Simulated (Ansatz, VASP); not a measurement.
# One calculation of NaB, two programs

File INCAR:

```
SYSTEM = NaB
PREC = Accurate ; ENCUT = 520
EDIFF = 1E-7 ; ISMEAR = 0
SIGMA = 0.15 ; LREAL = .False.
LASPH = .True. ; NELM = 60
ALGO = Normal ; ISIF = 2
LWAVE = .False. ; LCHARG = .True.
GGA = PE ; LELF = .True.
LVHAR = .True. ; NBANDS = 12
```

KPOINTS

```
regular mesh
0
Gamma
  16 16 16
  0 0 0
```

File POSCAR:

```
NaB
1.0
    0.0000000000      2.6838690000      2.7643850700
    2.6838690000      0.0000000000      2.7643850700
    2.6838690000      2.6838690000      0.0000000000
Na B
1 1
Direct
    0.0000000000      0.0000000000      0.0000000000
    0.5000000000      0.5000000000      0.5000000000
```

Input for Ansatz:

```yaml
crystal:
  lattice:
    - [0.0, 2.683869, 2.76438507]
    - [2.683869, 0.0, 2.76438507]
    - [2.683869, 2.683869, 0.0]
  atoms:
    - { symbol: Na, position: [0.0, 0.0, 0.0] }
    - { symbol: B, position: [0.5, 0.5, 0.5] }
basis:
  ecutwfc: 420
kpoints:
  mp_grid: { grid: [16, 16, 16] }
hamiltonian:
  xc: pbe
scf:
  occupations: { method: gaussian, width: 0.15 }
output:
  forces: true
  stress: true
  eigenvalues: true
```

Change from the starting cell: strain +0.000 along x and y, +0.030 along z, atoms carried along.

Alike in both runs: task single point; functional PBE; k mesh 16 × 16 × 16; occupations gaussian, width 0.15 eV; no spin polarisation.

|  | VASP | Ansatz |
| --- | --- | --- |
| version | VASP 6.6.1 | Ansatz 0.2.0 |
| potentials or method | VASP PAW PBE potentials, release 64 (Na_pv, B) | scalar-relativistic, plane waves, PAW |
| plane-wave cutoff (eV) | 520 | 420 |
| valence electrons in the cell | 10 | 12 |

```tsv
	VASP	Ansatz	Ansatz less VASP
gap on the k mesh at the Fermi level (eV)	none	none	-
pressure (GPa)	-0.5	-0.5	-0.03
largest component of the traceless stress (GPa)	1.31	1.30	-0.008
```

A gap of «none» marks a metal or a gap that the smearing closes. The two sets of potentials don't hold the same shells in valence.
